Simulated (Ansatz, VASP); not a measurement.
# H2CClF: VASP beside Ansatz, part 2 of 2

One calculation is typed for both programs; each brings its own data sets. How far apart do they land? The cell is taken from a series of runs on this material, whose earlier steps may have relaxed, scaled, displaced or heated it; both programs get it as it stands.

VASP 6.6.1 and Ansatz 0.2.0.

So far: The structure; Ansatz: single point, HSE06.

### Step 3. VASP: single point, HSE06

Level of this step: HSE06; plane waves and PAW (H, C, Cl, F) (VASP).

The same cell, functional and mesh now go to VASP, with its own data sets.

Lines of VASP's logs that name or quote its potential files are left out, and so is its time.

The run reads the wave functions of an earlier VASP run, which isn't shown here.

Contents of INCAR:

```
SYSTEM = H2CClF
PREC = Accurate
ENCUT = 520
EDIFF = 1E-06
NELM = 100
ISMEAR = 0
SIGMA = 0.01
LREAL = .FALSE.
ALGO = Normal
LHFCALC = .TRUE.
AEXX = 0.25
GGA = PE
HFSCREEN = 0.208
LASPH = .TRUE.
NBANDS = 30
PRECFOCK = Fast
LORBIT = 11
LWAVE = .FALSE.
LCHARG = .FALSE.
KPAR = 4
NCORE = 2
ISIF = 2
```

Contents of POSCAR:

```
H2CClF
1.0
    5.1712180000      0.0000000000      0.0000000000
    0.0000000000      4.1477000000      0.0000000000
   -2.1777483901      0.0000000000      6.4288463713
H C Cl F
4 2 2 2
Direct
    0.2813073543      0.3890398763      0.1498904682
    0.7186926457      0.8890398763      0.8501095318
    0.5616515297      0.1119466534      0.2740524098
    0.4383484703      0.6119466534      0.7259475902
    0.3427193518      0.1405099384      0.1944696473
    0.6572806482      0.6405099384      0.8055303527
    0.1672237758      0.0098731071      0.3681150146
    0.8327762242      0.5098731071      0.6318849854
    0.2667534626      0.9491304247      0.0185675826
    0.7332465374      0.4491304247      0.9814324174
```

Contents of KPOINTS:

```
Automatic mesh
0
Gamma
4 4 2
0 0 0
```

PAW data sets: H, C, Cl and F (PBE family, release 64).

On the command line:

```bash
> mpirun -np 8 vasp_std
```

Numbers of over 12 decimals in the logs are rounded to 6 here.

Output:

```text
[banner, memory and clock lines left out]
running    8 mpi-ranks, on    1 nodes
 distrk:  each k-point on    2 cores,    4 groups
 distr:  one band on    2 cores,    1 groups

 POSCAR found type information on POSCAR H C ClF
 POSCAR found :  4 types and      10 ions
 LDA part: xc-table for (Slater+PW92), standard interpolation
 found WAVECAR, reading the header
 POSCAR, INCAR and KPOINTS ok, starting setup
 FFT: planning ... GRIDC
 FFT: planning ... GRID_SOFT
 FFT: planning ... GRID
 reading WAVECAR
 the WAVECAR file was read successfully
 initial charge from wavefunction
 entering main loop
       N       E                     dE             d eps       ncg     rms          rms(c)
DAV:   1    -0.550631827290E+02   -0.55063E+02   -0.72717E-01  1354   0.777E+00    0.888E-01
DAV:   2    -0.550739212492E+02   -0.10739E-01   -0.11125E-01  1376   0.203E+00    0.965E-01
DAV:   3    -0.550689342321E+02    0.49870E-02   -0.10684E-02  1390   0.107E+00    0.602E-01
DAV:   4    -0.550691383483E+02   -0.20412E-03   -0.57192E-03  1272   0.500E-01    0.342E-01
DAV:   5    -0.550688549234E+02    0.28342E-03   -0.25452E-04  1386   0.130E-01    0.180E-01
DAV:   6    -0.550687791003E+02    0.75823E-04   -0.17263E-04  1286   0.927E-02    0.966E-02
DAV:   7    -0.550687597058E+02    0.19395E-04   -0.12811E-05  1302   0.278E-02    0.582E-02
DAV:   8    -0.550687514342E+02    0.82715E-05   -0.73592E-06  1392   0.244E-02    0.345E-02
DAV:   9    -0.550687495751E+02    0.18592E-05   -0.36130E-06  1248   0.138E-02    0.194E-02
DAV:  10    -0.550687489850E+02    0.59003E-06   -0.35742E-07   708   0.476E-03
   1 F= -.55068749E+02 E0= -.55068749E+02  d E =-.450467E-21
```

From OUTCAR (step 3):

```text
ion  position               nearest neighbor table
   1  0.281  0.389  0.150-   5 1.09
   2  0.719  0.889  0.850-   6 1.09
   3  0.562  0.112  0.274-   5 1.09
   4  0.438  0.612  0.726-   6 1.09
   5  0.343  0.141  0.194-   1 1.09   3 1.09   9 1.38   7 1.79
   6  0.657  0.641  0.806-   2 1.09   4 1.09  10 1.38   8 1.79
   7  0.167  0.010  0.368-   5 1.79
   8  0.833  0.510  0.632-   6 1.79
   9  0.267  0.949  0.019-   5 1.38
  10  0.733  0.449  0.981-   6 1.38

  LATTYP: Found a simple monoclinic cell.
 ALAT       =     5.1712180000
 B/A-ratio  =     0.8020740955
 C/A-ratio  =     1.3125890212
 COS(beta)  =    -0.3208382121

 Subroutine GETGRP returns: Found  2 space group operations
 (whereof  1 operations were pure point group operations)

The static configuration has the point symmetry C_1 .
 The point group associated with its full space group is C_2 .

 Found     18 irreducible k-points:

   k-points           NKPTS =     18   k-points in BZ     NKDIM =     32   number of bands    NBANDS=     30

   dimension x,y,z NGX =    40 NGY =   32 NGZ =   50
   dimension x,y,z NGXF=    80 NGYF=   64 NGZF=  100

   ENCUT  =  520.0 eV  38.22 Ry    6.18 a.u.   9.62  7.71 12.62*2*pi/ulx,y,z

   NELECT =      40.0000    total number of electrons

 k-points in reciprocal lattice and weights: Automatic mesh
   0.00000000  0.00000000  0.00000000       0.031
   0.25000000  0.00000000  0.00000000       0.062
   0.50000000  0.00000000  0.00000000       0.031
   0.00000000  0.25000000  0.00000000       0.062
   0.25000000  0.25000000  0.00000000       0.125
   0.50000000  0.25000000  0.00000000       0.062
   0.00000000  0.50000000  0.00000000       0.031
   0.25000000  0.50000000  0.00000000       0.062
   0.50000000  0.50000000  0.00000000       0.031
[...]
0.25000000  0.50000000  0.50000000       0.062
   0.50000000  0.50000000  0.50000000       0.031

  exchange ACFDT corr.  =         0.00000000  see jH, gK, PRB 81, 115126

 average (electrostatic) potential at core
       1 -33.6212       2 -33.6212       3 -33.6436       4 -33.6436       5 -53.0304
       6 -53.0304       7 -92.1246       8 -92.1246       9 -73.7113      10 -73.7113

 E-fermi :  -3.0930

 k-point     1 :       0.0000    0.0000    0.0000
  band No.  band energies     occupation
    ...
     16      -5.2591      2.00000
     17      -3.8601      2.00000
     18      -3.8224      2.00000
     19      -3.7816      2.00000
     20      -3.3123      2.00000
     21       5.0169      0.00000
     22       5.3331      0.00000
     23       5.4949      0.00000
     24       6.8319      0.00000
     25       7.1651      0.00000
    ...

 k-point     2 :       0.2500    0.0000    0.0000
  band No.  band energies     occupation
    ...
     16      -5.2041      2.00000
     17      -3.8317      2.00000
     18      -3.7238      2.00000
     19      -3.5362      2.00000
     20      -3.2753      2.00000
     21       4.7889      0.00000
     22       5.1750      0.00000
     23       5.8905      0.00000
     24       6.5232      0.00000
     25       7.1658      0.00000
    ...

 k-point     3 :       0.5000    0.0000    0.0000
  band No.  band energies     occupation
    ...
     16      -5.1706      2.00000
     17      -3.8067      2.00000
     18      -3.6658      2.00000
     19      -3.2927      2.00000
     20      -3.1936      2.00000
     21       4.6148      0.00000
     22       5.3953      0.00000
     23       5.5436      0.00000
     24       6.6425      0.00000
     25       7.3371      0.00000
    ...

  Total       -1.0615011     -0.3152548     -1.0721387      0.0000000      0.0000000      0.6751248
  in kB      -12.3338251     -3.6630181    -12.4574267      0.0000000      0.0000000      7.8444299
  external PRESSURE =      -9.4847566 kB  Pullay stress =       0.0000000 kB

  energy-cutoff  :      520.00
  volume of cell :      137.89
      direct lattice vectors                 reciprocal lattice vectors
     5.171218000  0.000000000  0.000000000     0.193378040  0.000000000  0.065506110
     0.000000000  4.147700000  0.000000000     0.000000000  0.241097476  0.000000000
    -2.177748390  0.000000000  6.428846371     0.000000000  0.000000000  0.155548903

 POSITION                                       TOTAL-FORCE (eV/Angst)
 -----------------------------------------------------------------------------------
      1.12828      1.61362      0.96362         0.052329     -0.255179      0.053408
      1.86519      3.68747      5.46522        -0.052329     -0.255179     -0.053408
      2.30761      0.46432      1.76184        -0.232686      0.019283     -0.143408
      0.68586      2.53817      4.66701         0.232686      0.019283      0.143408
      1.34877      0.58279      1.25022        -0.179211     -0.077334      0.134057
      1.64470      2.65664      5.17863         0.179211     -0.077334     -0.134057
      0.06309      0.04095      2.36655         0.394575      0.137891     -0.366592
      2.93038      2.11480      4.06229        -0.394575      0.137891      0.366592
      1.33900      3.93671      0.11937        -0.025395      0.175338      0.312152
      1.65446      1.86286      6.30948         0.025395      0.175338     -0.312152
 -----------------------------------------------------------------------------------
    total drift:                                0.000001     -0.002242     -0.000002

  FREE ENERGIE OF THE ION-ELECTRON SYSTEM (eV)
  ---------------------------------------------------
  free  energy   TOTEN  =       -55.0687489850 eV

  energy  without entropy=      -55.0687489850  energy(sigma->0) =      -55.06874899

 total charge
# of ion       s       p       d       tot
------------------------------------------
    1        0.649   0.050   0.000   0.699
    2        0.649   0.050   0.000   0.699
    3        0.650   0.049   0.000   0.699
    4        0.650   0.049   0.000   0.699
    5        0.840   1.603   0.000   2.443
    6        0.840   1.603   0.000   2.443
    7        1.598   3.535   0.000   5.133
    8        1.598   3.535   0.000   5.133
    9        1.755   4.395   0.000   6.150
   10        1.755   4.395   0.000   6.150
--------------------------------------------------
tot         10.983  19.264   0.000  30.247

[... 3 further parts left out ...]
```

The run ends at a pressure of -0.95 GPa, with forces up to 0.56 eV/Å.

### Step 4. Comparison

Known differences besides the potentials themselves: exact exchange at q = 0 is treated differently, which shows on coarse meshes; VASP keeps PBE cores, Ansatz makes them for the functional; fixed occupations in Ansatz, narrow Gaussian smearing in VASP; the cutoff is 420 eV in Ansatz and 520 eV in VASP; VASP takes a coarser grid for exact exchange (PRECFOCK = Fast). Total energies have different zeros and are not compared.

Compared:

```
              quantity  Ansatz   VASP  difference
gap on the k mesh (eV)   7.742  7.772      -0.030
```

A gap on the mesh is an upper bound, since the band edges may lie between its points.

### Step 5. Summary of results

| Property | Result |
| --- | --- |
| difference in gap on the k mesh (single point, HSE06) | -0.030 eV |

**Reading.** The difference in gap on the k mesh is -0.030 eV (single point, HSE06), within the 0.08 eV picked in this series as the mark of a large difference. Such differences can come from data sets, numerical settings and the points named under the comparisons, not from the functional's error against experiment.

[Lines on the potential files, build, host, timing and source positions are cut from VASP's logs without a mark.]

[Logs are printed without paths, hosts, clocks, repeated set-up lines and the standing remarks that a program may print on its own settings, such as how far it seeks lower states.]

[Hosts, paths, dates, database ids (printed as entryN), source tags and the programs' standing remarks are cut or masked in the printed files.]
